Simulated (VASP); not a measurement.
A convergence study with VASP on SnSe (space group no. 62 when undisturbed): a few settings are varied, all else stays as given below, so the limit is that of these other settings. One atom is moved off its site, so that forces are finite.

```xyz
8
Lattice="11.6295 0.0000 0.0000 0.0000 4.1139 0.0000 0.0000 0.0000 4.6868" Properties=species:S:1:pos:R:3 pbc="T T T"
Sn     7.1962     3.0854     1.8148
Sn     4.4333     1.0285     2.9220
Sn    10.2480     1.0285     4.1082
Sn     1.3815     3.0854     0.5786
Se     1.7276     1.0285     2.3864
Se     9.9019     3.0854     2.3004
Se     4.0872     3.0854     0.0430
Se     7.5423     1.0285     4.6438
```

Calculation: PBE GGA, VASP's PBE PAW potentials (set 64) (plane waves; VASP). The last row used: 300 eV cut-off, 3×6×5 Γ-centred mesh, Gaussian smearing of 0.010 eV, potentials Sn_d Se.

Unless said otherwise, spin-orbit coupling is left out, though it shifts the bands of the heavy elements here. Gaps are read on the run's mesh, which can miss a band edge.

```json
[
 {"setting": "EDIFF = 1E-01", "E (eV/atom)": "-4.1031", "pressure (GPa)": "6.13", "largest force (eV/Å)": "0.290", "gap on the mesh (eV)": "0.752", "irreducible k-points": "32"},
 {"setting": "EDIFF = 1E-02", "E (eV/atom)": "-4.1031", "pressure (GPa)": "0.84", "largest force (eV/Å)": "0.293", "gap on the mesh (eV)": "0.788", "irreducible k-points": "32"},
 {"setting": "EDIFF = 1E-03", "E (eV/atom)": "-4.1031", "pressure (GPa)": "1.41", "largest force (eV/Å)": "0.283", "gap on the mesh (eV)": "0.778", "irreducible k-points": "32"},
 {"setting": "EDIFF = 1E-04", "E (eV/atom)": "-4.1032", "pressure (GPa)": "1.16", "largest force (eV/Å)": "0.285", "gap on the mesh (eV)": "0.782", "irreducible k-points": "32"},
 {"setting": "EDIFF = 1E-05", "E (eV/atom)": "-4.1032", "pressure (GPa)": "1.20", "largest force (eV/Å)": "0.291", "gap on the mesh (eV)": "0.781", "irreducible k-points": "32"},
 {"setting": "EDIFF = 1E-06", "E (eV/atom)": "-4.1032", "pressure (GPa)": "1.21", "largest force (eV/Å)": "0.291", "gap on the mesh (eV)": "0.781", "irreducible k-points": "32"},
 {"setting": "EDIFF = 1E-07", "E (eV/atom)": "-4.1032", "pressure (GPa)": "1.21", "largest force (eV/Å)": "0.291", "gap on the mesh (eV)": "0.782", "irreducible k-points": "32"},
 {"setting": "EDIFF = 1E-08", "E (eV/atom)": "-4.1032", "pressure (GPa)": "1.21", "largest force (eV/Å)": "0.291", "gap on the mesh (eV)": "0.782", "irreducible k-points": "32"},
 {"setting": "EDIFF = 1E-10", "E (eV/atom)": "-4.1032", "pressure (GPa)": "1.21", "largest force (eV/Å)": "0.291", "gap on the mesh (eV)": "0.782", "irreducible k-points": "32"}
]
```

Left out are rungs that failed or repeat a setting and relaxations that didn't move; long series are thinned to 24 rows.

The structure comes from a computed database's SnSe entry (space group no. 62); how it stands against other phases isn't given here. The cell was not relaxed at this level, it is distorted from the ideal structure.
